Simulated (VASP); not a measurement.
# SbC2 with r2SCAN: from relaxation to properties, part 2 of 7

What structure does SbC2 take at this level, and what are its properties? The cell is invented: it takes the structure of a Materials Project entry for LuC2 (space group 139 there), with some of its atoms replaced by other elements, volume scaled by an estimate. It may not be a known or stable phase.

VASP 6.6.1, plane waves and PAW; the level of theory is named at each step.

Still holding for the runs below: This run has no spin polarisation. Its electron count is odd, so without a moment it is a metal by construction.

So far. Step 2 (Rough relaxation of the start cell): It ends with a largest force of 0.008 eV/Å and a pressure of 0.15 GPa.

### Step 3. Full relaxation (r2SCAN)

Level of this step: r2SCAN; plane waves and PAW (Sb, C); invented cell (VASP).

Properties are meant for the cell that this level of theory prefers, so cell and atoms are relaxed first (ISIF = 3) until forces and stress are small; EDIFFG sets the threshold.

Contents of INCAR:

```
SYSTEM = SbC2
PREC = Accurate
ENCUT = 520
EDIFF = 1E-06
NELM = 100
ISMEAR = -1
SIGMA = 0.05
LREAL = .FALSE.
ALGO = Normal
METAGGA = R2SCAN
LASPH = .TRUE.
NBANDS = 12
LORBIT = 11
LWAVE = .FALSE.
LCHARG = .FALSE.
IBRION = 2
NSW = 60
ISIF = 3
EDIFFG = -0.01
```

Contents of POSCAR:

```
SbC2
1.0
   -2.0793293330      2.0793293330      3.0631749586
    2.0793293330     -2.0793293330      3.0631749586
    2.0793293330      2.0793293330     -3.0631749586
Sb C
1 2
Direct
    0.0000000000      0.0000000000      0.0000000000
    0.6042394696      0.6042394696      0.0000000000
    0.3957605304      0.3957605304      0.0000000000
```

Contents of KPOINTS:

```
Automatic mesh
0
Gamma
8 8 8
0 0 0
```

The projector-augmented-wave data sets are Sb and C (PBE family, release 64).

Started as:

```sh
$ mpirun -np 1 vasp_std
```

Output:

```text
[banner, memory and clock lines left out]
running    1 mpi-ranks, on    1 nodes
 distrk:  each k-point on    1 cores,    1 groups
 distr:  one band on    1 cores,    1 groups

 POSCAR found type information on POSCAR SbC
 POSCAR found :  2 types and       3 ions
 [... a notice as in an earlier step ...]

 LDA part: xc-table for (None), standard interpolation
 POSCAR, INCAR and KPOINTS ok, starting setup
 FFT: planning ... GRIDC
 FFT: planning ... GRID_SOFT
 FFT: planning ... GRID
 WAVECAR not read
 entering main loop
       N       E                     dE             d eps       ncg     rms          rms(c)
DAV:   1     0.176861923308E+02    0.17686E+02   -0.52754E+03  1424   0.868E+02
DAV:   2    -0.407675181161E+02   -0.58454E+02   -0.55326E+02  1864   0.170E+02
DAV:   3    -0.453301879943E+02   -0.45627E+01   -0.44726E+01  1680   0.482E+01
DAV:   4    -0.454006299326E+02   -0.70442E-01   -0.70316E-01  1520   0.717E+00
DAV:   5    -0.454017220866E+02   -0.10922E-02   -0.10920E-02  1712   0.892E-01    0.818E+00
DAV:   6    -0.399299046305E+02    0.54718E+01   -0.76557E+00  1700   0.175E+01    0.393E+00
DAV:   7    -0.400316872251E+02   -0.10178E+00   -0.70296E-01  1568   0.600E+00    0.228E+00
DAV:   8    -0.400285728175E+02    0.31144E-02   -0.33027E-02  1492   0.152E+00    0.586E-01
DAV:   9    -0.400307290040E+02   -0.21562E-02   -0.82765E-03  1672   0.695E-01    0.120E-01
DAV:  10    -0.400308179935E+02   -0.88990E-04   -0.86473E-04  1548   0.246E-01    0.311E-02
DAV:  11    -0.400308259694E+02   -0.79759E-05   -0.66020E-05  1600   0.631E-02    0.179E-02
DAV:  12    -0.400308269477E+02   -0.97825E-06   -0.14217E-05  1536   0.304E-02    0.451E-03
DAV:  13    -0.400308275743E+02   -0.62661E-06   -0.19734E-06  1252   0.126E-02
   1 F= -.40030828E+02 E0= -.40025783E+02  d E =-.400308E+02
 curvature:   0.00 expect dE= 0.000E+00 dE for cont linesearch  0.000E+00
 trial: gam= 0.00000 g(F)=  0.216E-03 g(S)=  0.120E-03 ort = 0.000E+00 (trialstep = 0.100E+01)
 search vector abs. value=  0.336E-03
 bond charge predicted
       N       E                     dE             d eps       ncg     rms          rms(c)
DAV:   1    -0.400299250915E+02    0.90186E-03   -0.34299E-02  1416   0.157E+00    0.920E-02
DAV:   2    -0.400298432236E+02    0.81868E-04   -0.87015E-04  1544   0.214E-01    0.476E-02
DAV:   3    -0.400298315660E+02    0.11658E-04   -0.75888E-05  1608   0.665E-02    0.238E-02
DAV:   4    -0.400298259253E+02    0.56407E-05   -0.75498E-06  1600   0.212E-02    0.490E-03
DAV:   5    -0.400298251970E+02    0.72829E-06   -0.14688E-06   764   0.910E-03
   2 F= -.40029825E+02 E0= -.40024837E+02  d E =0.100238E-02
 trial-energy change:    0.001002  1 .order    0.000988   -0.000336    0.002311
 step:   0.1234(harm=  0.1270)  dis= 0.00028  next Energy=   -40.030848 (dE=-0.207E-04)
 bond charge predicted
       N       E                     dE             d eps       ncg     rms          rms(c)
DAV:   1    -0.400309195607E+02   -0.10936E-02   -0.26306E-02  1416   0.137E+00    0.812E-02
DAV:   2    -0.400308531748E+02    0.66386E-04   -0.66628E-04  1532   0.188E-01    0.419E-02
DAV:   3    -0.400308473701E+02    0.58047E-05   -0.59442E-05  1596   0.587E-02    0.207E-02
DAV:   4    -0.400308477211E+02   -0.35096E-06   -0.59287E-06  1584   0.186E-02
   3 F= -.40030848E+02 E0= -.40025808E+02  d E =-.201468E-04
 curvature:  -0.06 expect dE=-0.127E-05 dE for cont linesearch -0.991E-08
 trial: gam= 0.08089 g(F)=  0.323E-05 g(S)=  0.167E-04 ort =-0.724E-05 (trialstep = 0.825E+00)
 search vector abs. value=  0.210E-04
 reached required accuracy - stopping structural energy minimisation
```

Run time: 70 s. Hardware: 1 MPI rank of Intel Xeon 6975P-C (Granite Rapids), shared host; peak memory 0.22 GiB.

From OUTCAR (step 3):

```text
  LATTYP: Found a body centered tetragonal cell.
 ALAT       =     4.1586586660
 C/A-ratio  =     1.4731552669

The static configuration has the point symmetry D_4h.

 Found     59 irreducible k-points:

   k-points           NKPTS =     59   k-points in BZ     NKDIM =     59   number of bands    NBANDS=     12

   dimension x,y,z NGX =    32 NGY =   32 NGZ =   32
   dimension x,y,z NGXF=    64 NGYF=   64 NGZF=   64

   ENCUT  =  520.0 eV  38.22 Ry    6.18 a.u.   7.90  7.90  7.90*2*pi/ulx,y,z

   NELECT =      13.0000    total number of electrons

 E-fermi :   5.6631

 k-point     1 :       0.0000    0.0000    0.0000
  band No.  band energies     occupation
    ...
      2      -4.5312      2.00000
      3      -1.1322      2.00000
      4       1.5955      2.00000
      5       1.5955      2.00000
      6       4.2209      2.00000
      7       7.2291      0.00000
      8       7.2291      0.00000
      9       7.3655      0.00000
     10       7.3655      0.00000
     11       7.9414      0.00000
    ...

 k-point     2 :       0.1250    0.0000    0.0000
  band No.  band energies     occupation
    ...
      2      -4.6698      2.00000
      3      -1.0684      2.00000
      4       1.5286      2.00000
      5       1.5736      2.00000
      6       3.7936      2.00000
      7       6.5040      0.00000
      8       6.7086      0.00000
      9       7.4964      0.00000
     10       7.8538      0.00000
     11       8.7436      0.00000
    ...

  Total        0.0227400      0.0227400      0.0024001      0.0000000      0.0000000      0.0000000
  in kB        0.6875684      0.6875684      0.0725702      0.0000000      0.0000000      0.0000000
  external PRESSURE =       0.4825690 kB  Pullay stress =       0.0000000 kB

  energy-cutoff  :      520.00
  volume of cell :       52.99
      direct lattice vectors                 reciprocal lattice vectors
    -2.079419875  2.079419875  3.063664796     0.000000000  0.240451679  0.163203233
     2.079419875 -2.079419875  3.063664796     0.240451679  0.000000000  0.163203233
     2.079419875  2.079419875 -3.063664796     0.240451679  0.240451679  0.000000000

 POSITION                                       TOTAL-FORCE (eV/Angst)
 -----------------------------------------------------------------------------------
      0.00000      0.00000      0.00000        -0.000000     -0.000000      0.000000
      0.00000      0.00000      3.70266        -0.000000     -0.000000     -0.005783
      0.00000      0.00000      2.42467         0.000000      0.000000      0.005783
 -----------------------------------------------------------------------------------
    total drift:                                0.000000     -0.000000     -0.000000

  FREE ENERGIE OF THE ION-ELECTRON SYSTEM (eV)
  ---------------------------------------------------
  free  energy   TOTEN  =       -40.0308477211 eV

  energy  without entropy=      -40.0207675044  energy(sigma->0) =      -40.02580761

 total charge
# of ion       s       p       d       tot
------------------------------------------
    1        1.319   0.864   0.050   2.233
    2        0.965   1.483   0.000   2.447
    3        0.965   1.483   0.000   2.447
--------------------------------------------------
tot          3.249   3.829   0.050   7.128

[... 2 parts as in an earlier step ...]

[... 7 further parts left out ...]
```

CONTCAR:

```
SbC2
   1.00000000000000
    -2.0794198752616575    2.0794198752616575    3.0636647962392582
     2.0794198752616575   -2.0794198752616575    3.0636647962392582
     2.0794198752616575    2.0794198752616575   -3.0636647962392582
  Sb              C
     1     2
Direct
     0.0000000000000000    0.0000000000000000    0.0000000000000000
     0.6042858710265701    0.6042858710265701    0.0000000000000000
     0.3957141289734300    0.3957141289734300    0.0000000000000000
```

Little changed from the start: no atom moved by 0.005 Å and no cell edge by 0.1 %.

Numbers from this step:

- irreducible k-points: 59
- free energy (TOTEN): -40.03 eV
- energy at zero smearing: -40.03 eV
- Fermi energy: 5.663 eV
- pressure: 0.04826 GPa
- SCF cycles over all ionic steps: 22

It ends with a largest force of 0.006 eV/Å and a pressure of 0.05 GPa.

### Step 4. Single point with fields (r2SCAN)

The relaxed cell gets a fresh self-consistent run, on a basis set for its own volume, to fix the density and to check the remaining stress.

INCAR, as its differences from that of step 3:

```diff
@@ -14,6 +14,5 @@
 LWAVE = .FALSE.
-LCHARG = .FALSE.
-IBRION = 2
-NSW = 60
-ISIF = 3
-EDIFFG = -0.01
+LCHARG = .TRUE.
+ISIF = 2
+LELF = .TRUE.
+LVHAR = .TRUE.
```

Contents of POSCAR:

```
SbC2
1.0
   -2.0794198753      2.0794198753      3.0636647962
    2.0794198753     -2.0794198753      3.0636647962
    2.0794198753      2.0794198753     -3.0636647962
Sb C
1 2
Direct
    0.0000000000      0.0000000000      0.0000000000
    0.6042858710      0.6042858710      0.0000000000
    0.3957141290      0.3957141290      0.0000000000
```

KPOINTS is that of step 3.

Started as:

```sh
$ mpirun -np 1 vasp_std
```

Output:

```text
[... set-up lines as in an earlier step ...]
 entering main loop
       N       E                     dE             d eps       ncg     rms          rms(c)
DAV:   1     0.183892778953E+02    0.18389E+02   -0.52873E+03  1424   0.867E+02
DAV:   2    -0.405309577347E+02   -0.58920E+02   -0.55890E+02  1900   0.166E+02
DAV:   3    -0.453198703592E+02   -0.47889E+01   -0.46792E+01  1700   0.492E+01
DAV:   4    -0.453942155269E+02   -0.74345E-01   -0.74182E-01  1580   0.726E+00
DAV:   5    -0.453952948886E+02   -0.10794E-02   -0.10793E-02  1672   0.876E-01    0.817E+00
DAV:   6    -0.399298285440E+02    0.54655E+01   -0.76274E+00  1708   0.175E+01    0.393E+00
DAV:   7    -0.400316980679E+02   -0.10187E+00   -0.70355E-01  1568   0.599E+00    0.228E+00
DAV:   8    -0.400285968218E+02    0.31012E-02   -0.33044E-02  1496   0.152E+00    0.585E-01
DAV:   9    -0.400307503075E+02   -0.21535E-02   -0.82365E-03  1676   0.694E-01    0.120E-01
DAV:  10    -0.400308393358E+02   -0.89028E-04   -0.86188E-04  1556   0.246E-01    0.310E-02
DAV:  11    -0.400308474470E+02   -0.81111E-05   -0.65887E-05  1580   0.630E-02    0.178E-02
DAV:  12    -0.400308484501E+02   -0.10031E-05   -0.14182E-05  1560   0.304E-02    0.451E-03
DAV:  13    -0.400308490731E+02   -0.62302E-06   -0.19577E-06  1196   0.126E-02
   1 F= -.40030849E+02 E0= -.40025811E+02  d E =-.100752E-01
```

Run time: 38 s. Hardware: 1 MPI rank; peak memory 0.2 GiB.

OUTCAR, selected parts (step 4):

```text
  LATTYP: Found a body centered tetragonal cell.
 ALAT       =     4.1588397506
 C/A-ratio  =     1.4733266872

The static configuration has the point symmetry D_4h.

 Found     59 irreducible k-points:

   NELECT =      13.0000    total number of electrons

 E-fermi :   5.6629

 k-point     1 :       0.0000    0.0000    0.0000
  band No.  band energies     occupation
    ...
      2      -4.5313      2.00000
      3      -1.1320      2.00000
      4       1.5958      2.00000
      5       1.5958      2.00000
      6       4.2209      2.00000
      7       7.2287      0.00000
      8       7.2287      0.00000
      9       7.3656      0.00000
     10       7.3656      0.00000
     11       7.9413      0.00000
    ...

 k-point     2 :       0.1250    0.0000   -0.0000
  band No.  band energies     occupation
    ...
      2      -4.6699      2.00000
      3      -1.0682      2.00000
      4       1.5289      2.00000
      5       1.5739      2.00000
      6       3.7936      2.00000
      7       6.5037      0.00000
      8       6.7083      0.00000
      9       7.4964      0.00000
     10       7.8538      0.00000
     11       8.7435      0.00000
    ...

  Total        0.0186602      0.0186602      0.0066178      0.0000000     -0.0000000      0.0000000
  in kB        0.5642109      0.5642109      0.2000962      0.0000000     -0.0000000      0.0000000
  external PRESSURE =       0.4428393 kB  Pullay stress =       0.0000000 kB

 POSITION                                       TOTAL-FORCE (eV/Angst)
 -----------------------------------------------------------------------------------
      0.00000      0.00000      0.00000        -0.000000     -0.000000      0.000000
      0.00000      0.00000      3.70266         0.000000      0.000000     -0.004334
      0.00000      0.00000      2.42467        -0.000000     -0.000000      0.004334
 -----------------------------------------------------------------------------------
    total drift:                               -0.000000     -0.000000     -0.000000

  FREE ENERGIE OF THE ION-ELECTRON SYSTEM (eV)
  ---------------------------------------------------
  free  energy   TOTEN  =       -40.0308490731 eV

  energy  without entropy=      -40.0207738347  energy(sigma->0) =      -40.02581145

[... 7 parts as in an earlier step ...]

[... 6 further parts left out ...]
```

This step gave:

```
SCF cycles : 13
pressure   : 0.04428 GPa
```

Valence electrons inside each PAW sphere by angular momentum. Sphere charges, by row:

| atom | s (e) | p (e) | d (e) | tot (e) |
| --- | --- | --- | --- | --- |
| Sb1 | 1.319 | 0.864 | 0.05 | 2.233 |
| C2 | 0.965 | 1.483 | 0 | 2.447 |
| C3 | 0.965 | 1.483 | 0 | 2.447 |

Electrostatic potential energy in the ac plane of the conventional cell at fractional y = 0.000, with atoms of Sb and C within 0.2 Å of it. With pseudopotentials it is smooth inside the atoms' cores, unlike the true potential.

Ten even steps from '0' (-82 eV) to '9' (3 eV), each cell a mean:
```
00279999998510
02589999999731
56899999999875
88999999999998
99999999999999
78999999999998
45899999999974
84799999999955
54899999999964
57999999999986
45899999999974
74799999999955
64899999999964
57999999999986
99999999999999
99999999999999
78899999999987
24689999999853
00379999998620
00269999998400
```
Columns run along a (4.2 Å; values clipped at the 3rd and 97th percentile), rows up along c (6.1 Å), edges of the conventional cell, whose origin can differ from the input's. Atoms in or near the plane, at fractional coordinates: Sb at (0.00, 0.00), C at (0.00, 0.60), C at (0.00, 0.40).

Valence density in the ac plane of the conventional cell at fractional y = 0.000, with atoms of Sb and C within 0.2 Å of it. It is the smooth field of the valence electrons, not physical close to the nuclei.

Values in e/Å³, 20 rows by 14 columns, each cell a mean:
```
-0.1  0.1  0.3  0.3  0.2  0.1  0.1  0.1  0.1  0.1  0.3  0.3  0.2  0.0
 0.2  0.3  0.3  0.3  0.2  0.1  0.0  0.0  0.1  0.1  0.2  0.3  0.3  0.3
 0.4  0.3  0.3  0.2  0.1  0.1  0.0  0.0  0.0  0.1  0.1  0.2  0.3  0.4
 0.4  0.3  0.2  0.1  0.1  0.0  0.0  0.0  0.0  0.0  0.1  0.2  0.3  0.4
 0.6  0.4  0.3  0.1  0.1  0.0  0.0  0.0  0.0  0.0  0.1  0.2  0.3  0.5
 1.2  0.8  0.4  0.2  0.1  0.0  0.0  0.0  0.0  0.1  0.1  0.3  0.6  1.0
 1.8  1.3  0.7  0.3  0.1  0.0  0.0  0.0  0.0  0.1  0.2  0.4  0.9  1.6
 1.5  1.4  0.8  0.3  0.1  0.1  0.0  0.0  0.0  0.1  0.2  0.5  1.1  1.5
 2.0  1.5  0.8  0.3  0.1  0.1  0.0  0.0  0.1  0.1  0.2  0.5  1.1  1.8
 2.6  1.7  0.8  0.3  0.1  0.1  0.1  0.1  0.1  0.1  0.2  0.5  1.2  2.2
 2.4  1.7  0.8  0.3  0.1  0.1  0.1  0.0  0.1  0.1  0.2  0.5  1.2  2.1
 1.5  1.4  0.8  0.3  0.1  0.1  0.0  0.0  0.1  0.1  0.2  0.5  1.1  1.5
 1.8  1.4  0.7  0.3  0.1  0.1  0.0  0.0  0.0  0.1  0.2  0.4  1.0  1.6
 1.6  1.1  0.5  0.2  0.1  0.0  0.0  0.0  0.0  0.1  0.1  0.3  0.8  1.4
 0.8  0.6  0.3  0.1  0.1  0.0  0.0  0.0  0.0  0.0  0.1  0.2  0.4  0.7
 0.4  0.3  0.2  0.1  0.1  0.0  0.0  0.0  0.0  0.0  0.1  0.2  0.3  0.4
 0.4  0.3  0.2  0.1  0.1  0.0  0.0  0.0  0.0  0.1  0.1  0.2  0.3  0.4
 0.3  0.3  0.3  0.2  0.1  0.1  0.0  0.0  0.1  0.1  0.2  0.3  0.3  0.3
 0.0  0.2  0.3  0.3  0.2  0.1  0.1  0.0  0.1  0.1  0.2  0.3  0.3  0.1
-0.3  0.0  0.3  0.3  0.2  0.1  0.1  0.1  0.1  0.1  0.3  0.4  0.2 -0.1
```
Columns run along a (4.2 Å), rows up along c (6.1 Å), edges of the conventional cell, whose origin can differ from the input's. Atoms in or near the plane, at fractional coordinates: Sb at (0.00, 0.00), C at (0.00, 0.60), C at (0.00, 0.40).

ELF in the ac plane of the conventional cell at fractional y = 0.000, with atoms of Sb and C within 0.2 Å of it. It is the smooth field of the valence electrons, not physical close to the nuclei.

Values, 20 rows by 14 columns, each cell a mean:
```
0.80 0.85 0.89 0.87 0.73 0.40 0.12 0.07 0.21 0.57 0.82 0.89 0.88 0.83
0.79 0.80 0.81 0.76 0.59 0.28 0.09 0.05 0.14 0.42 0.69 0.80 0.81 0.80
0.65 0.63 0.59 0.50 0.33 0.14 0.05 0.04 0.07 0.21 0.41 0.55 0.61 0.65
0.57 0.52 0.40 0.25 0.13 0.06 0.03 0.02 0.03 0.08 0.18 0.32 0.47 0.55
0.79 0.72 0.56 0.32 0.12 0.04 0.02 0.01 0.02 0.07 0.20 0.44 0.65 0.76
0.92 0.89 0.80 0.56 0.23 0.06 0.02 0.02 0.03 0.12 0.38 0.68 0.85 0.91
0.69 0.78 0.80 0.64 0.32 0.09 0.03 0.03 0.05 0.16 0.47 0.74 0.80 0.72
0.17 0.46 0.68 0.59 0.31 0.10 0.05 0.04 0.06 0.18 0.45 0.66 0.62 0.31
0.43 0.58 0.67 0.54 0.29 0.11 0.06 0.06 0.08 0.17 0.41 0.63 0.67 0.50
0.86 0.84 0.75 0.54 0.27 0.11 0.07 0.07 0.08 0.17 0.39 0.65 0.81 0.86
0.70 0.75 0.72 0.54 0.28 0.11 0.07 0.06 0.08 0.17 0.40 0.64 0.74 0.72
0.17 0.45 0.65 0.56 0.30 0.11 0.06 0.05 0.07 0.18 0.43 0.63 0.59 0.29
0.41 0.61 0.74 0.62 0.32 0.10 0.04 0.03 0.05 0.17 0.47 0.71 0.72 0.51
0.88 0.87 0.82 0.62 0.28 0.07 0.03 0.02 0.04 0.14 0.44 0.74 0.87 0.88
0.88 0.83 0.69 0.44 0.17 0.05 0.02 0.01 0.02 0.08 0.28 0.57 0.77 0.87
0.65 0.59 0.44 0.25 0.11 0.04 0.02 0.02 0.03 0.06 0.16 0.33 0.51 0.63
0.58 0.55 0.47 0.35 0.21 0.09 0.03 0.03 0.05 0.14 0.28 0.41 0.51 0.57
0.74 0.74 0.72 0.66 0.47 0.20 0.06 0.05 0.12 0.33 0.57 0.70 0.73 0.74
0.81 0.84 0.87 0.84 0.68 0.35 0.10 0.06 0.19 0.51 0.78 0.86 0.86 0.82
0.80 0.85 0.90 0.89 0.76 0.42 0.13 0.08 0.23 0.60 0.84 0.90 0.88 0.82
```
Columns run along a (4.2 Å), rows up along c (6.1 Å), edges of the conventional cell, whose origin can differ from the input's. Atoms in or near the plane, at fractional coordinates: Sb at (0.00, 0.00), C at (0.00, 0.60), C at (0.00, 0.40).

In this run the pressure is 0.04 GPa, small enough to go on.

[end of part 2 of 7]

[Lines on the potential files, build, host, timing and source positions are cut from VASP's logs without a mark.]

[Logs are printed without paths, hosts, clocks, repeated set-up lines and the standing remarks that a program may print on its own settings, such as how far it seeks lower states.]

[Hosts, paths, dates, database ids (printed as entryN), source tags and the programs' standing remarks are cut or masked in the printed files.]

[A measured line is paired with the nearest computed mode of its activity, which favours agreement.]
